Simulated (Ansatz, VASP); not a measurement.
Two plane-wave programs on ScIn3As2

```xyz
6
Lattice="5.6690 0.0000 0.0000 0.0000 5.6690 0.0000 0.0000 0.0000 8.0983" Properties=species:S:1:pos:R:3 pbc="T T T"
Sc    0.0000    0.0000    0.0000
In    0.0000    2.8345    0.0000
In    2.8345    0.0000    0.0000
In    2.8345    2.8345    4.0492
As    2.8345    2.8345    1.4955
As    2.8345    2.8345    6.6028
```

Alike in both runs: functional PBE; k mesh 4 × 4 × 4; occupations gaussian, width 0.1 eV; no spin polarisation.

Ansatz relaxed the structure, and its values are those at the end. VASP's run is a single point on that final structure, the one shown.

```csv
,VASP,Ansatz
version,VASP 6.6.1,Ansatz 0.2.0
potentials or method,"VASP PAW PBE potentials, release 64 (Sc_sv, In_d, As)","scalar-relativistic, plane waves, PAW"
plane-wave cutoff (eV),520,420
valence electrons in the cell,60,80
```

```csv
,VASP,Ansatz,Ansatz less VASP
gap on the k mesh at the Fermi level (eV),none,none,-
pressure (GPa),0.0,0.0,+0.01
```

A gap of «none» marks a metal or a gap that the smearing closes. With one functional, cell and mesh, what is left measures potentials, basis and numerics. The two sets of potentials don't hold the same shells in valence.
